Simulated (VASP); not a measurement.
These are PBE GGA, VASP's PBE PAW potentials (set 64) (plane waves; VASP) values and carry that method's errors.

The input files of a VASP run:

**KPOINTS**
```
Regular mesh
0
gamma
10 10 6
```

File POSCAR:
```
Tb
1
    1.8360000000    -3.1800450000     0.0000000000
    1.8360000000     3.1800450000     0.0000000000
    0.0000000000     0.0000000000     5.8038000000
Tb
2
Direct
  0.3333330000   0.6666670000   0.2500000000
  0.6666670000   0.3333330000   0.7500000000
```

### INCAR
```
# general
SYSTEM   =  Tb
PREC     =  Accurate
ENCUT    =  400
LREAL    =  .FALSE.
LASPH    =  .TRUE.

# electronic loop
EDIFF    =  1E-6
NELM     =  100
ALGO     =  Normal
LMAXMIX  =  6

# smearing
ISMEAR   =  1
SIGMA    =  0.1

# functional
GGA      =  PE

# ions
ISIF     =  2

# output
LWAVE    =  .FALSE.
LCHARG   =  .FALSE.
```

POTCAR, in this order: Tb_3 (PBE.64 set). Program: vasp_std.

The resulting files:

OSZICAR:
```
       N       E                     dE             d eps       ncg     rms          rms(c)
DAV:   1     0.360523023921E+02    0.36052E+02   -0.78060E+03  1464   0.101E+03
DAV:   2    -0.734053460322E+01   -0.43393E+02   -0.42466E+02  1596   0.224E+02
DAV:   3    -0.905888286652E+01   -0.17183E+01   -0.15671E+01  1967   0.277E+01
DAV:   4    -0.909547997891E+01   -0.36597E-01   -0.36454E-01  1642   0.423E+00
DAV:   5    -0.909650056640E+01   -0.10206E-02   -0.10203E-02  2079   0.566E-01    0.228E+01
DAV:   6    -0.909379086998E+01    0.27097E-02   -0.24685E-02  1746   0.130E+00    0.136E+01
DAV:   7    -0.910064647471E+01   -0.68556E-02   -0.45221E-02  1734   0.176E+00    0.215E-01
DAV:   8    -0.910028794672E+01    0.35853E-03   -0.24549E-03  1656   0.396E-01    0.580E-02
DAV:   9    -0.910030022162E+01   -0.12275E-04   -0.21755E-04  1841   0.116E-01    0.331E-02
DAV:  10    -0.910029383569E+01    0.63859E-05   -0.34112E-05  1706   0.425E-02    0.415E-02
DAV:  11    -0.910029510769E+01   -0.12720E-05   -0.49844E-06  1651   0.166E-02    0.115E-03
DAV:  12    -0.910029536311E+01   -0.25541E-06   -0.31452E-07   903   0.500E-03
   1 F= -.91002954E+01 E0= -.91007690E+01  d E =0.142093E-02
```

**OUTCAR**
```
------------------------ aborting loop because EDIFF is reached ----------------------------------------
  FORCE on cell =-STRESS in cart. coord.  units (eV):
  Direction    XX          YY          ZZ          XY          YZ          ZX
  --------------------------------------------------------------------------------------
  Total       -0.5319848     -0.5319847     -1.0148341      0.0000000     -0.0000000     -0.0000000
  in kB      -12.5765472    -12.5765450    -23.9914929      0.0000000     -0.0000000     -0.0000000
  external PRESSURE =     -16.3815284 kB  Pullay stress =       0.0000000 kB
  volume of cell :       67.77
      direct lattice vectors                 reciprocal lattice vectors
     1.836000000 -3.180045000  0.000000000     0.272331155 -0.157230479  0.000000000
     1.836000000  3.180045000  0.000000000     0.272331155  0.157230479  0.000000000
     0.000000000  0.000000000  5.803800000     0.000000000  0.000000000  0.172300906
 POSITION                                       TOTAL-FORCE (eV/Angst)
 -----------------------------------------------------------------------------------
      1.83600      1.06002      1.45095         0.000000      0.000000      0.000000
      1.83600     -1.06002      4.35285        -0.000000     -0.000000      0.000000
 -----------------------------------------------------------------------------------
    total drift:                                0.000004      0.000114     -0.000011
  FREE ENERGIE OF THE ION-ELECTRON SYSTEM (eV)
  ---------------------------------------------------
  free  energy   TOTEN  =        -9.1002953631 eV

  energy  without entropy=       -9.1017162906  energy(sigma->0) =       -9.10076901
```
(Selected blocks of OUTCAR.)

### OUTCAR
```
 val. band max:        2.9743505208   @ k =   0.5000   0.0000   0.5000

 cond. band min:       2.9908531942   @ k =   0.2000   0.2000   0.3333


 Fermi energy:         2.9872080311

 k-point     1 :       0.0000    0.0000    0.0000
  band No.  band energies     occupation
      1     -20.0504      2.00000
      2     -19.5429      2.00000
      3     -19.5429      2.00000
      4     -19.4479      2.00000
      5     -19.4479      2.00000
      6     -19.4077      2.00000
      7      -1.8789      2.00000
      8       0.9046      2.00000
      9       4.1136     -0.00000
     10       4.6747     -0.00000
     11       4.6747     -0.00000
     12       4.9359     -0.00000
     13       5.3106      0.00000

 k-point     2 :       0.1000    0.0000    0.0000
  band No.  band energies     occupation
      1     -20.0313      2.00000
      2     -19.5828      2.00000
      3     -19.5562      2.00000
      4     -19.4900      2.00000
      5     -19.4533      2.00000
      6     -19.4165      2.00000
      7      -1.6535      2.00000
      8       1.1237      2.00000
      9       3.8463     -0.00000
     10       4.1879     -0.00000
     11       4.8900     -0.00000
     12       5.0490      0.00000
     13       5.3031      0.00000

 k-point     3 :       0.2000    0.0000    0.0000
  band No.  band energies     occupation
      1     -19.9778      2.00000
      2     -19.6876      2.00000
      3     -19.5966      2.00000
      4     -19.5899      2.00000
      5     -19.4688      2.00000
      6     -19.4432      2.00000
      7      -1.0244      2.00000
      8       1.6648      2.00000
      9       3.2428     -0.00180
     10       3.5448     -0.00000
     11       4.5568     -0.00000
     12       5.0895      0.00000
     13       5.1853      0.00000

 k-point     4 :       0.3000   -0.0000    0.0000
  band No.  band energies     occupation
      1     -19.9009      2.00000
      2     -19.8172      2.00000
      3     -19.7214      2.00000
...
```

The 4f electrons are frozen in the core of the lanthanide potential, so 4f levels, which can set the real gap, and their magnetism are missing.

The compound is Tb in the hcp structure. The cell was not relaxed at this level.
